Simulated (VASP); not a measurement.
Method: PBEsol GGA, VASP's PBE PAW potentials (set 64) (plane waves; VASP).

The input files of a VASP run:

File KPOINTS:
```
Automatic mesh
0
Gamma
6 6 4
0 0 0
```

**INCAR**
```
ALGO = Normal
EDIFF = 1E-7
ENCUT = 480
GGA = PS
ISIF = 2
ISMEAR = 0
LASPH = .True.
LCHARG = .False.
LMAXMIX = 4
LREAL = .False.
LWAVE = .False.
NELM = 100
PREC = Accurate
SIGMA = 0.05
SYSTEM = SnSe2
```

### POSCAR
```
SnSe2
1
    1.9097740925    -3.3078259723    -0.0496173896
    1.9097740925     3.3078259723     0.0496173896
    0.0000000000     0.0938483750     6.2565583339
Sn Se
1 2
Direct
  0.0000000000   0.0000000000   0.0000000000
  0.3333330000   0.6666670000   0.2532711771
  0.6666670000   0.3333330000   0.7467288229
```

POTCAR, in this order: Sn_d Se (PBE.64 set). Program: vasp_std.

Question: What will the output report for the number of irreducible k-points (NKPTS), number of bands (NBANDS), largest plane-wave count, number of space-group operations, FFT grid (NGX, NGY, NGZ)?

Answer: 
The number of irreducible k-points (NKPTS) comes out as 47 and the number of bands (NBANDS) is 17. The largest plane-wave count comes out as 1904 and the number of space-group operations is 4. The FFT grid (NGX, NGY, NGZ) is 28 × 28 × 48.

The compound is SnSe2 in the 1T layered structure. This cell was strained or had an atom moved on purpose.
